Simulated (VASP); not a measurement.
Set up this calculation in VASP 6.6.1, as the native input.

- Task: single point
- Functional: PBE
- Potentials or basis: VASP PAW PBE potentials, release 64 (Al)
- Cutoff: 520 eV
- k mesh: 18 × 18 × 18
- Occupations: gaussian, width 0.1 eV
- Spin: no spin polarisation
- Further INCAR settings: ALGO = Fast; EDIFF = 0.05

The structure of Al lies in POSCAR:

```
Al                                      
1.0
   -0.0000000000      1.9577006117      1.9577006117
    1.9577006117      0.0000000000      1.9577006117
    1.9577006117      1.9577006117     -0.0000000000
  Al            
     1
Direct
     0.0000000000000000    0.0000000000000000    0.0000000000000000
```

The cell isn't the ideal one: a relaxed cell with its volume scaled by 0.91.

These files were run (other wordings do the same):

INCAR

```
PREC     = Accurate       # precision mode
ENCUT    = 520            # plane-wave cutoff, eV
EDIFF    = 0.05           # SCF threshold, eV
ISMEAR   = 0              # smearing method
SIGMA    = 0.1            # smearing width, eV
LREAL    = False          # projectors in reciprocal space
LASPH    = True           # aspherical terms in the spheres
NELM     = 100            # most SCF steps
ALGO     = Fast           # electronic algorithm
ISIF     = 2              # what is computed and relaxed
LWAVE    = False          # write WAVECAR
LCHARG   = False          # write CHGCAR
GGA      = PE             # functional
```

KPOINTS

```
regular mesh
0
Gamma
  18 18 18
```

Potentials or basis: VASP PAW PBE potentials, release 64 (Al).

The run is started by

```bash
$ cat potpaw_PBE.64/Al/POTCAR > POTCAR
$ mpirun -np 1 vasp_std > vasp.out
```

It gave:

The pressure is 6.8 GPa and the band gap on the k mesh is none (metal or under the smearing width).

Wall time 5.2 s on 1 thread of Intel(R) Xeon(R) Platinum 8559C (Emerald Rapids) (shared host), peak memory 0.14 GiB.
